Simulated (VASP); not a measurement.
```xyz
3
Lattice="1.9518 -3.3807 0.0000 1.9518 3.3807 0.0000 0.0000 0.0000 8.9910" Properties=species:S:1:pos:R:3 pbc="T T T"
Sn     0.0000     0.0000     0.0000
Se     1.9518     1.1269     1.5954
Se     1.9518    -1.1269     7.3956
```

Method: revPBE GGA, VASP's PBE PAW potentials (set 64) (plane waves; VASP). Numerical set-up: 520 eV cut-off, Gaussian smearing of 0.050 eV, potentials Sn_d Se.

Without a dispersion term in the relaxation, distances and binding between the weakly bound layers, chains or molecules are unreliable, and so is what depends on them. Unless said otherwise, spin-orbit coupling is left out, though it shifts the bands of the heavy elements here.

Task: Estimate the band gap (along the path) with the smallest direct gap where there is one.

Result: 
* **band gap (along the path)**: 0.84 eV
* **smallest direct gap (along the path)**: 1.12 eV

Only differences to runs with the same potentials and settings are physical.

The compound is SnSe2 in the 1T layered structure. It was relaxed first, which changed the volume by +54 %.
